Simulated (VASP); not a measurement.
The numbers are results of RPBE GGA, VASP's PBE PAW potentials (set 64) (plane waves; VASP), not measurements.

VASP ran on this input.

**KPOINTS**
```
Regular mesh
0
gamma
  7 7 7
0 0 0
```

**INCAR**
```
# general
SYSTEM  = CdSe
PREC    = Accurate
ENCUT   = 520   # plane-wave cut-off (eV)
LREAL   = .FALSE.
LASPH   = .TRUE.   # aspherical one-centre terms

# electronic loop
EDIFF   = 1E-6   # SCF stop (eV)
NELM    = 100   # most electronic steps
ALGO    = Normal
LMAXMIX = 4   # l cut-off of mixed one-centre charges

# smearing
ISMEAR  = 0   # Gaussian
SIGMA   = 0.05   # width (eV)

# functional
GGA     = RP

# ions
IBRION  = 2
NSW     = 60   # most ionic steps
ISIF    = 3   # ions, shape and volume
EDIFFG  = -0.01

# output
LWAVE   = .FALSE.
LCHARG  = .FALSE.
```

### POSCAR
```
CdSe
1
    0.0000000000     3.0250000000     3.0250000000
    3.0250000000     0.0000000000     3.0250000000
    3.0250000000     3.0250000000     0.0000000000
Cd Se
1 1
Direct
  0.0000000000   0.0000000000   0.0000000000
  0.2500000000   0.2500000000   0.2500000000
```

POTCAR, in this order: Cd Se (PBE.64 set). Program: vasp_std.

What VASP printed:

### OUTCAR
```
 ion  position               nearest neighbor table
   1  0.000  0.000  0.000-   2 2.62   2 2.62   2 2.62   2 2.62
   2  0.250  0.250  0.250-   1 2.62   1 2.62   1 2.62   1 2.62
  LATTYP: Found a face centered cubic cell.
 ALAT       =     6.0500000000
 Subroutine PRICEL returns:
 Original cell was already a primitive cell.
 Subroutine GETGRP returns: Found 24 space group operations
The static configuration has the point symmetry T_d .
The dynamic configuration has the point symmetry T_d .
 Subroutine INISYM returns: Found 24 space group operations
 Subroutine IBZKPT returns following result:
 Found     20 irreducible k-points:

 Following reciprocal coordinates:
            Coordinates               Weight
  0.000000  0.000000  0.000000      1.000000
  0.142857  0.000000  0.000000      8.000000
  0.285714  0.000000  0.000000      8.000000
  0.428571  0.000000  0.000000      8.000000
  0.142857  0.142857  0.000000      6.000000
  0.285714  0.142857  0.000000     24.000000
  0.428571  0.142857  0.000000     24.000000
 -0.428571  0.142857  0.000000     24.000000
 -0.285714  0.142857  0.000000     24.000000
...
```

**OSZICAR**
```
       N       E                     dE             d eps       ncg     rms          rms(c)
DAV:   1     0.110009417837E+03    0.11001E+03   -0.89719E+03   528   0.124E+03
DAV:   2    -0.414626110233E+00   -0.11042E+03   -0.10649E+03   570   0.293E+02
DAV:   3    -0.508738495455E+01   -0.46728E+01   -0.46600E+01   645   0.623E+01
DAV:   4    -0.511156408881E+01   -0.24179E-01   -0.24177E-01   535   0.443E+00
DAV:   5    -0.511171426326E+01   -0.15017E-03   -0.15017E-03   620   0.320E-01    0.700E+00
DAV:   6    -0.477279347529E+01    0.33892E+00   -0.62025E-01   674   0.103E+01    0.533E+00
DAV:   7    -0.475384904906E+01    0.18944E-01   -0.19387E-01   565   0.333E+00    0.215E+00
DAV:   8    -0.475739511380E+01   -0.35461E-02   -0.18472E-02   530   0.201E+00    0.289E-01
DAV:   9    -0.475812310487E+01   -0.72799E-03   -0.25177E-03   600   0.732E-01    0.600E-02
DAV:  10    -0.475837097128E+01   -0.24787E-03   -0.36764E-04   540   0.255E-01    0.560E-02
DAV:  11    -0.475851157676E+01   -0.14061E-03   -0.27051E-04   520   0.112E-01    0.156E-02
DAV:  12    -0.475851372592E+01   -0.21492E-05   -0.86179E-06   640   0.425E-02    0.677E-03
DAV:  13    -0.475851708566E+01   -0.33597E-05   -0.11009E-05   520   0.257E-02    0.311E-03
DAV:  14    -0.475851720342E+01   -0.11776E-06   -0.15488E-07   395   0.370E-03
   1 F= -.47585172E+01 E0= -.47585172E+01  d E =-.475852E+01
       N       E                     dE             d eps       ncg     rms          rms(c)
DAV:   1    -0.827243014235E+01   -0.35139E+01   -0.79153E+01   545   0.124E+02    0.202E+01
DAV:   2    -0.537354939945E+01    0.28989E+01   -0.63981E+00   520   0.425E+01    0.666E+00
DAV:   3    -0.496025193706E+01    0.41330E+00   -0.77017E-01   555   0.106E+01    0.625E+00
DAV:   4    -0.487302910309E+01    0.87223E-01   -0.13784E-01   525   0.340E+00    0.183E+00
DAV:   5    -0.487009833916E+01    0.29308E-02   -0.68307E-03   540   0.798E-01    0.435E-01
DAV:   6    -0.487053099068E+01   -0.43265E-03   -0.12374E-03   565   0.337E-01    0.898E-02
DAV:   7    -0.487076952523E+01   -0.23853E-03   -0.31454E-04   570   0.179E-01    0.155E-02
DAV:   8    -0.487079158752E+01   -0.22062E-04   -0.34912E-05   570   0.555E-02    0.928E-03
DAV:   9    -0.487080515987E+01   -0.13572E-04   -0.24890E-05   545   0.381E-02    0.400E-03
DAV:  10    -0.487080587812E+01   -0.71824E-06   -0.12662E-06   514   0.120E-02
   2 F= -.48708059E+01 E0= -.48708059E+01  d E =-.112289E+00
       N       E                     dE             d eps       ncg     rms          rms(c)
DAV:   1    -0.505498675605E+01   -0.18418E+00   -0.37156E+00   560   0.244E+01    0.297E+00
DAV:   2    -0.489627106616E+01    0.15872E+00   -0.41601E-01   560   0.979E+00    0.933E-01
DAV:   3    -0.487965200614E+01    0.16619E-01   -0.46888E-02   525   0.229E+00    0.803E-01
DAV:   4    -0.487835491672E+01    0.12971E-02   -0.28545E-03   535   0.521E-01    0.159E-01
DAV:   5    -0.487831899203E+01    0.35925E-04   -0.41226E-04   595   0.275E-01    0.772E-02
DAV:   6    -0.487835031141E+01   -0.31319E-04   -0.93477E-05   540   0.118E-01    0.245E-02
DAV:   7    -0.487835327141E+01   -0.29600E-05   -0.78428E-06   580   0.185E-02    0.227E-03
DAV:   8    -0.487835390757E+01   -0.63616E-06   -0.82807E-07   370   0.103E-02
   3 F= -.48783539E+01 E0= -.48783539E+01  d E =-.119837E+00
```

OUTCAR:
```
------------------------ aborting loop because EDIFF is reached ----------------------------------------
  FORCE on cell =-STRESS in cart. coord.  units (eV):
  Direction    XX          YY          ZZ          XY          YZ          ZX
  --------------------------------------------------------------------------------------
  Total        0.0128013      0.0128013      0.0128013     -0.0000000      0.0000000     -0.0000000
  in kB        0.3293552      0.3293552      0.3293552     -0.0000000      0.0000000     -0.0000000
  external PRESSURE =       0.3293552 kB  Pullay stress =       0.0000000 kB
  volume of cell :       62.27
      direct lattice vectors                 reciprocal lattice vectors
     0.000000000  3.145988925  3.145988925    -0.158932537  0.158932537  0.158932537
     3.145988925  0.000000000  3.145988925     0.158932537 -0.158932537  0.158932537
     3.145988925  3.145988925 -0.000000000     0.158932537  0.158932537 -0.158932537
  FREE ENERGIE OF THE ION-ELECTRON SYSTEM (eV)
  ---------------------------------------------------
  free  energy   TOTEN  =        -4.8783539076 eV

  energy  without entropy=       -4.8783539076  energy(sigma->0) =       -4.87835391

 reached required accuracy - stopping structural energy minimisation
```
(Selected blocks of OUTCAR.)

**CONTCAR**
```
CdSe
   1.00000000000000
     0.0000000000000000    3.1459889248856050    3.1459889248856050
     3.1459889248856050    0.0000000000000000    3.1459889248856050
     3.1459889248856050    3.1459889248856050   -0.0000000000000000
  Cd              Se
     1     1
Direct
     0.0000000000000000    0.0000000000000000    0.0000000000000000
     0.2500000000000000    0.2500000000000000    0.2500000000000000
```

Energy and stress use the plane-wave basis of the starting cell.

The compound is CdSe in the zinc blende structure, whereas wurtzite is the usual form. This run relaxes it. Symmetry was kept, so distortions that lower it aren't found.
